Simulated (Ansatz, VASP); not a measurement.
# Cross-check of CoCu2SnSe2S2 (Cu2CoSnS2Se2, stannite) between VASP and Ansatz

Aim: how closely do two programs agree when they are given the same cell, functional and k mesh? The cell is invented: As first built, before any earlier steps moved the atoms (in the runner's words): 1x2x1 conventional cells of the CoCu2SnS4 type (32 atoms: 8 S, 4 Co, 8 Cu, 8 Se, 4 Sn); S/Se share their sites, the best of 600 random draws by like-pair counts in two shells; start lattice by linear mixing of the end members' cells; atoms moved at random by 0.02 A. Start moments point up or down at random, in equal numbers. It may not be a known or stable phase. The structure shown is the start of the Ansatz relaxation below; VASP solves that cell, so the two are compared at the walk's first step.

Method: plane waves, with VASP 6.6.1 beside it; single point at LDA, in Ansatz 0.2.0.

## (1) The structure

The cell holds 32 atoms: 8 S, 4 Co, 8 Cu, 8 Se and 4 Sn. Cell: a = 5.532 Å, b = 11.063 Å, c = 11.052 Å, α = 90.0°, β = 90.0°, γ = 90.0°. It derives from CoCu2SnS4 (CoCu2SnS4 type, space group 121), repeated 1×2×1. As first built, before any earlier steps moved the atoms (in the runner's words): 1x2x1 conventional cells of the CoCu2SnS4 type (32 atoms: 8 S, 4 Co, 8 Cu, 8 Se, 4 Sn); S/Se share their sites, the best of 600 random draws by like-pair counts in two shells; start lattice by linear mixing of the end members' cells; atoms moved at random by 0.02 A. Start moments point up or down at random, in equal numbers.

## (2) Ansatz: relaxation, LDA

Ansatz runs on its default PAW (the set named soft_2) files.

The two programs are compared at the cell with which this relaxation starts, whose forces are those of its first step.

File input.yaml:

```yaml
crystal:
  lattice:
    - [5.5316, 0.0, 0.0]
    - [0.0, 11.0632, 0.0]
    - [0.0, 0.0, 11.0518]
  atoms:
    - { symbol: S, position: [0.23247, 0.12214, 0.13275] }
    - { symbol: S, position: [0.25246, 0.37231, 0.36671] }
    - { symbol: S, position: [0.76857, 0.11703, 0.86535] }
    - { symbol: S, position: [0.74228, 0.62826, 0.36798] }
    - { symbol: S, position: [0.26112, 0.87192, 0.36692] }
    - { symbol: S, position: [0.73959, 0.87138, 0.63482] }
    - { symbol: S, position: [0.24254, 0.87516, 0.86986] }
    - { symbol: S, position: [0.25611, 0.63055, 0.6323] }
    - { symbol: Co, position: [0.00392, 0.99941, 0.00271], spin: -3.0 }
    - { symbol: Co, position: [0.50474, 0.24884, 0.49473], spin: 3.0 }
    - { symbol: Co, position: [0.00127, 0.49822, 0.00179], spin: 3.0 }
    - { symbol: Co, position: [0.50138, 0.74933, 0.49829], spin: -3.0 }
    - { symbol: Cu, position: [0.99694, 0.25266, 0.25175] }
    - { symbol: Cu, position: [0.49923, 0.00059, 0.25167] }
    - { symbol: Cu, position: [0.49935, 0.99674, 0.75302] }
    - { symbol: Cu, position: [0.99885, 0.2489, 0.75006] }
    - { symbol: Cu, position: [0.99656, 0.74805, 0.25042] }
    - { symbol: Cu, position: [0.49746, 0.50079, 0.25075] }
    - { symbol: Cu, position: [0.50719, 0.49954, 0.75019] }
    - { symbol: Cu, position: [0.99808, 0.75218, 0.75091] }
    - { symbol: Se, position: [0.74354, 0.1324, 0.36735] }
    - { symbol: Se, position: [0.75894, 0.37661, 0.13007] }
    - { symbol: Se, position: [0.74031, 0.37127, 0.63125] }
    - { symbol: Se, position: [0.23871, 0.38035, 0.86581] }
    - { symbol: Se, position: [0.25586, 0.12837, 0.63125] }
    - { symbol: Se, position: [0.24529, 0.62368, 0.13512] }
    - { symbol: Se, position: [0.76355, 0.87542, 0.13488] }
    - { symbol: Se, position: [0.75751, 0.62359, 0.86568] }
    - { symbol: Sn, position: [0.50305, 0.25328, 0.00118] }
    - { symbol: Sn, position: [0.00062, 0.99979, 0.50104] }
    - { symbol: Sn, position: [0.4995, 0.74799, 0.00123] }
    - { symbol: Sn, position: [0.00623, 0.50083, 0.50207] }
magnetization:
  spin_polarized: true
kpoints:
  mp_grid: { grid: [3, 2, 2], shift: [0.0, 0.5, 0.5] }
hamiltonian:
  xc: lda
scf:
  occupations: { method: fermi_dirac, width: 0.03 }
output:
  forces: true
  stress: true
relax:
  f_tol: 0.02
  max_steps: 45
  cell: { stress_tol: 0.1 }
```

Launch:

```console
ansatz run input.yaml --threads 4 --pin off --max-ram 15360MiB --backend cpu --events-out ev --progress --plain --runs-dir out
```

Numbers of over 12 decimals in the logs are rounded to 6 here.

Output:

```text
The last accepted step is kept in <dir> (removed where the run ends without a failure and the disk answers)
Engine: ansatz 0.2.0, x86_64-unknown-linux-gnu
Pseudopotentials: kind: paw
Pseudopotential: S, paw, valence charge 6, recommended cutoff 420 eV (normal), S.paw.azcp
Pseudopotential: Co, paw, valence charge 17, recommended cutoff 420 eV (normal), Co.paw.azcp
Pseudopotential: Cu, paw, valence charge 19, recommended cutoff 420 eV (normal), Cu.paw.azcp
Pseudopotential: Se, paw, valence charge 16, recommended cutoff 420 eV (normal), Se.paw.azcp
Pseudopotential: Sn, paw, valence charge 14, recommended cutoff 420 eV (normal), Sn.paw.azcp
Functional definition: SPW92
  exchange = slater_x
  correlation = pw_c
Crystal: 32 atoms, lattice volume = 676.339 Å³
Basis set: ecut = 420 eV, 13287 PW (Γ)
Bands: 279, of which v1, the nominal top of the filled ones, is band 226 counted from 1 (225 counted from 0)
Symmetry: 1 space group operations
Space group: P1 (ITA 1), of the structure as read, at distance tolerance 8.8e-5 Å
Magnetic group: BNS 1.1 (UNI 1), of the structure as read, at distance tolerance 8.8e-5 Å
k-points: 6 of 12 (time reversal used)
Non-local potential: S, projectors of the file, l = 0: 2, l = 1: 2, l = 2: 2
Non-local potential: Co, projectors of the file, l = 0: 3, l = 1: 2, l = 2: 3, l = 3: 1
Non-local potential: Cu, projectors of the file, l = 0: 3, l = 1: 2, l = 2: 3, l = 3: 1
Non-local potential: Se, projectors of the file, l = 0: 2, l = 1: 2, l = 2: 3, l = 3: 1
Non-local potential: Sn, projectors of the file, l = 0: 2, l = 1: 2, l = 2: 2, l = 3: 2
PAW form: soft (Blöchl's): semilocal exchange-correlation on the pseudo side does not see the compensation charge
PAW frozen core: S, regenerated for the run's functional, and the local potential with it (the file was generated under x = pbe(κ = 0.804, μ = 0.219515), c = pbe(β = 0.066725))
PAW frozen core: Co, regenerated for the run's functional, and the local potential with it (the file was generated under x = pbe(κ = 0.804, μ = 0.219515), c = pbe(β = 0.066725))
PAW frozen core: Cu, regenerated for the run's functional, and the local potential with it (the file was generated under x = pbe(κ = 0.804, μ = 0.219515), c = pbe(β = 0.066725))
PAW frozen core: Se, regenerated for the run's functional, and the local potential with it (the file was generated under x = pbe(κ = 0.804, μ = 0.219515), c = pbe(β = 0.066725))
PAW frozen core: Sn, regenerated for the run's functional, and the local potential with it (the file was generated under x = pbe(κ = 0.804, μ = 0.219515), c = pbe(β = 0.066725))
PAW one-centre angular grid: S, 110 points (default); XC on 64 Gauss nodes
PAW one-centre angular grid: Co, 590 points (default); XC on 64 Gauss nodes
PAW one-centre angular grid: Cu, 590 points (default); XC on 64 Gauss nodes
PAW one-centre angular grid: Se, 590 points (default); XC on 64 Gauss nodes
PAW one-centre angular grid: Sn, 590 points (default); XC on 64 Gauss nodes
Initial density: superposition of atomic densities (chi_scale 0.1, normalization cell)
Starting moments: Σ|m| = 12 μB on 4 of 32 sites
Starting magnetic order: compensated ferrimagnet; no operation exchanges its spin sublattices
Initial wavefunctions: pseudopotential atomic-orbital guess
Functional: x = slater, c = lda
SCF iter   1: F=—  HF=-146247.202332 eV  |F-HF|=—  |Δ(HF+E_count)|=         —  Δρ=7.02e-2 (↑7.02e-2 ↓6.99e-2)  dr2=9.90e1  dr2_m=2.26e0  M=-0.156 μB ∫|m|=10.832 μB  β_m=0.30  ethr=3.10e-3  ⟨swp⟩=6.0  Hψ=12409  notcnv=0  defer=84
Mixer restart at iter 1: flushing history
preconditioner: auto → Kerker (q_TF=auto, 2.551 Å⁻¹)  [metal: Δε(μ)=0.002 eV  Ē_g=10.708 eV  σ=0.030 eV  W_gap=0.02  n_scr=192 (ndim 8)  ℏωp=23.7 eV  f_vac=0.018  D(μ)=32.44/eV (n_scr^D=300)]
spin=Collinear: Kerker preconditioning applied to the charge; magnetization (m = ρ↑ − ρ↓) channel mixes plain (no charge-response kernel on spin).
SCF iter   2: F=—  HF=-146245.494422 eV  |F-HF|=—  |Δ(HF+E_count)|=    1.71e0  Δρ=2.96e-2 (↑2.96e-2 ↓2.89e-2)  dr2=1.27e1  dr2_m=9.00e-1  M=-0.007 μB ∫|m|=11.278 μB  β_m=0.27  ethr=3.10e-3  ⟨swp⟩=3.2  Hψ=7116  notcnv=0  defer=452
preconditioner: auto → Resta (q_TF=auto, 2.551 Å⁻¹)  ε∞=5.4  [insulator: Δε(μ)=0.151 eV  Ē_g=11.272 eV  σ=0.030 eV  W_gap=0.85  n_scr=192 (ndim 8)  ℏωp=23.7 eV  f_vac=0.022  D(μ)=3.62/eV (n_scr^D=8)  ε∞_Penn≈5.4]
spin=Collinear: Resta preconditioning applied to the charge; magnetization (m = ρ↑ − ρ↓) channel mixes plain (no charge-response kernel on spin).
SCF iter   3: F=—  HF=-146241.589910 eV  |F-HF|=—  |Δ(HF+E_count)|=    3.90e0  Δρ=1.75e-2 (↑1.70e-2 ↓1.75e-2)  dr2=4.60e0  dr2_m=9.38e-1  M=-0.042 μB ∫|m|=10.921 μB  β_m=0.49  ethr=2.82e-3  ⟨swp⟩=3.0  Hψ=4763  notcnv=0  defer=516
[...]
SCF iter  19: F=-146245.564210 eV  HF=-146245.564210 eV  |F-HF|=3.20e-10  |Δ(HF+E_count)|=    0.00e0  Δρ=1.45e-7 (↑1.45e-7 ↓5.53e-8)  dr2=2.98e-10  dr2_m=2.13e-11  M=-0.021 μB ∫|m|=6.957 μB  ethr=1.00e-12  ⟨swp⟩=1.0  Hψ=6744  notcnv=0
SCF 7 converged in 19 iterations: F = -146245.564210 eV  dr2 = 2.98e-10
[...]
SCF converged after 19 iterations
Magnetization: -0.0214 μB (225.9893 up, 226.0107 down)
Absolute magnetization: 6.9602 μB (∫|ρ↑−ρ↓|, with the PAW one-centre terms)
Spin contamination: 3.1633 ħ² per cell (⟨S²⟩ above its minimum at these occupations)
Per-site moments (μB) at R_I (Å): [(-0.037551, 0.885536), (0.036260, 0.871566), (-0.031392, 0.880294), (-0.035974, 0.885795), (-0.034296, 0.888720), (-0.035727, 0.887647), (-0.032488, 0.885397), (-0.038688, 0.885858), (-1.223327, 0.880294), (1.203979, 0.871566), (1.244368, 0.923355), (-1.243905, 0.885795), (0.025584, 0.914996), (-0.039422, 0.917610), (-0.032370, 0.920272), (0.027865, 0.905786), (-0.031387, 0.914933), [...]
Free energy (F): -146245.564210 eV
Harris-Foulkes:  -146245.564210 eV  (|F-HF|=3.20e-10)
Internal energy: -146245.513602 eV  (E = F + TS)
E sigma→0 (E₀):  -146245.538906 eV
Entropy (-TS):   -0.050609 eV (-1.582 meV/atom)
Fermi energy:    9.848180 eV
--- Per-component energies (eV) ---
  E_band       = -8697.393025
  E_kinetic    = 6800.282364
  E_local      = -85692.776336  (includes V_loc(G=0)·N_el)
  E_nonlocal   = 460.401402
  E_hartree    = 39381.625164
  E_xc         = -4458.374983
  E_vxc        = -3628.214481  (∫ρ·V_xc dr)
  E_paw        = -53742.928338  (= ΣΔE_a)
  E_vpaw       = -5400.333823  (= ΣTr[D̂ρ^β])
  E_aug_tail   = -0.002858  (compensation charges beyond the density's cutoff)
  E_ewald      = -49019.674371
  E_core_change = 25.934354  (= ΣΔE_core)
  E_smearing   = -0.050609  (= −TS)
  E_closure    = 0.000000  (closes the sum)
  Σ components = -146245.564210   (vs F -146245.564210, Δ=0.00e0)
--- Forces (eV/Å), atoms counted from 1 ---
  atom   1  S     -0.00695383     0.00072261     0.00078495
  atom   2  S      0.00634664    -0.00676504    -0.01133435
  atom   3  S     -0.00184212    -0.00331385    -0.00753193
  atom   4  S     -0.00138657    -0.00282929    -0.00831219
  atom   5  S      0.00190730     0.00230899    -0.00120366
  atom   6  S      0.00329559    -0.00150143    -0.00183369
  atom   7  S      0.00031918     0.00766869     0.00153302
  atom   8  S      0.00210674    -0.00349060     0.00463970
  atom   9  Co     0.00309919    -0.00621158     0.00334410
  atom  10  Co    -0.00092849    -0.01375971     0.00354792
  atom  11  Co     0.00460221     0.00289065    -0.00509236
  atom  12  Co     0.00238958     0.00758329    -0.00050795
  atom  13  Cu     0.00801121    -0.00385476     0.00523147
  atom  14  Cu    -0.00468105    -0.00166350    -0.00044697
  atom  15  Cu     0.00074293     0.00109862     0.00128266
  atom  16  Cu     0.00178542    -0.00404194     0.00309375
  atom  17  Cu    -0.00585365     0.00413533     0.00164280
  atom  18  Cu    -0.00254692     0.00241612     0.00794959
  atom  19  Cu    -0.00240813     0.00021222     0.00046753
  atom  20  Cu    -0.00487239    -0.00035166     0.00367229
  atom  21  Se    -0.00848803     0.01370722     0.01302338
  atom  22  Se     0.00780733    -0.00592239     0.00520503
  atom  23  Se     0.00023436     0.00460683    -0.00012538
  atom  24  Se    -0.01215371     0.00850252    -0.00300667
  atom  25  Se    -0.00491932    -0.00749889    -0.00852854
  atom  26  Se     0.00716703     0.00639264     0.00111766
  atom  27  Se     0.00121646    -0.00590009    -0.00389250
  atom  28  Se     0.00316482     0.00051637     0.00137206
  atom  29  Sn     0.00326673    -0.00523807     0.00009563
  atom  30  Sn    -0.00094754    -0.00050895    -0.00232566
  atom  31  Sn     0.00164707     0.00346380    -0.00195800
  atom  32  Sn    -0.00112523     0.00665244    -0.00191158
  max |Σ_I F_I| component: 2.66e-5 eV/Å
--- Stress (GPa, compression-positive) ---
        0.013934       0.012933      -0.001840
        0.012933       0.021700       0.007675
       -0.001840       0.007675      -0.033059
  P = ⅓ Tr σ = 0.0009 GPa (0.009 kbar)
--- Relaxed structure (6 steps of the walk, 5 accepted, 1 SCFs on fresh bases) ---
  F+E_penalty+E_count = -146245.56421046 eV   max|allowed force component| = 1.376e-2 eV/Å   (the final SCF, on the basis selected at the relaxed cell)
  cell:  # Å, volume = 617.9334 Å³
    - [5.400448, 0.000594849, 0.00223032]
    - [0.0011897, 10.781346, -0.00811962]
    - [0.00445605, -0.00811125, 10.613025]
  atoms:
    - { symbol: S, position: [0.222214, 0.108474, 0.127484] }
    - { symbol: S, position: [0.274454, 0.364362, 0.366437] }
    - { symbol: S, position: [0.777792, 0.101579, 0.871861] }
    - { symbol: S, position: [0.718845, 0.642584, 0.375957] }
    - { symbol: S, position: [0.276045, 0.860626, 0.370593] }
    - { symbol: S, position: [0.726357, 0.859254, 0.631963] }
    - { symbol: S, position: [0.225726, 0.888489, 0.864843] }
    - { symbol: S, position: [0.279616, 0.646346, 0.624099] }
    - { symbol: Co, position: [0.015830, 0.999799, -0.00561216] }
    - { symbol: Co, position: [0.484908, 0.256795, 0.493582] }
    - { symbol: Co, position: [-0.00236136, 0.500688, 0.000103442] }
    - { symbol: Co, position: [0.502770, 0.757035, 0.500072] }
    - { symbol: Cu, position: [1.029857, 0.245507, 0.249144] }
    - { symbol: Cu, position: [0.472196, -0.0017918, 0.250542] }
    - { symbol: Cu, position: [0.515793, 0.990210, 0.755145] }
    - { symbol: Cu, position: [0.983037, 0.237028, 0.758137] }
    - { symbol: Cu, position: [0.994482, 0.750270, 0.266322] }
    - { symbol: Cu, position: [0.507559, 0.502886, 0.267102] }
    - { symbol: Cu, position: [0.482441, 0.509542, 0.738178] }
    - { symbol: Cu, position: [1.016195, 0.757187, 0.740746] }
    - { symbol: Se, position: [0.720708, 0.139334, 0.364472] }
    - { symbol: Se, position: [0.778870, 0.387577, 0.137440] }
    - { symbol: Se, position: [0.721585, 0.359826, 0.632741] }
    - { symbol: Se, position: [0.220606, 0.387122, 0.864266] }
    - { symbol: Se, position: [0.283883, 0.135163, 0.634533] }
    - { symbol: Se, position: [0.221786, 0.611515, 0.138735] }
    - { symbol: Se, position: [0.781060, 0.891805, 0.134657] }
    - { symbol: Se, position: [0.779629, 0.614238, 0.860960] }
    - { symbol: Sn, position: [0.504096, 0.241593, -0.000794872] }
    - { symbol: Sn, position: [-0.00274718, 0.992979, 0.500507] }
    - { symbol: Sn, position: [0.493670, 0.754499, -0.00229129] }
    - { symbol: Sn, position: [0.00631675, 0.505061, 0.497986] }
```

(Continued in part 2 of 2.)

[Lines on the potential files, build, host, timing and source positions are cut from VASP's logs without a mark.]

[Logs are printed without paths, hosts, clocks, repeated set-up lines and the standing remarks that a program may print on its own settings, such as how far it seeks lower states.]

[Hosts, paths, dates, database ids (printed as entryN), source tags and the programs' standing remarks are cut or masked in the printed files.]
